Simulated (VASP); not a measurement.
A convergence study with VASP on Rb (bcc): one setting is varied, all else stays as given below, so the limit is that of these other settings.

```yaml
crystal:
  lattice:
    - [-2.82500, 2.82500, 2.82500]
    - [2.82500, -2.82500, 2.82500]
    - [2.82500, 2.82500, -2.82500]
  atoms:
    - { symbol: Rb, position: [0.00000, 0.00000, 0.00000] }
```

Level of theory: PBE GGA, VASP's PBE PAW potentials (set 64) (plane waves; VASP). The tightest run used: 550 eV cut-off, 18×18×18 Γ-centred mesh, first-order Methfessel-Paxton smearing of 0.10 eV, potentials Rb_sv.

| setting | E (eV/atom) | pressure (GPa) | irreducible k-points |
|---|---|---|---|
| 1×1×1 mesh | -1.9601 | -0.16 | 1 |
| 2×2×2 mesh | -0.5344 | -0.15 | 3 |
| 3×3×3 mesh | -1.0197 | -0.07 | 4 |
| 4×4×4 mesh | -0.8691 | 0.11 | 8 |
| 5×5×5 mesh | -0.9358 | 0.02 | 10 |
| 6×6×6 mesh | -0.9163 | 0.05 | 16 |
| 7×7×7 mesh | -0.9378 | 0.02 | 20 |
| 8×8×8 mesh | -0.9288 | 0.04 | 29 |
| 9×9×9 mesh | -0.9383 | 0.03 | 35 |

Task: These are the cheaper rows. Estimate the results at 18×18×18 mesh, and how far the last row shown lies from them.

Result: 
```json
[
 {"quantity": "E (eV/atom)", "tightest run": "-0.9361", "last row shown is off by": "-0.0022"},
 {"quantity": "pressure (GPa)", "tightest run": "0.03", "last row shown is off by": "0.00"}
]
```

Left out are rungs that failed or repeat a setting and relaxations that didn't move; long series are thinned to 24 rows.

The compound is Rb in the bcc structure. The cell was not relaxed at this level.
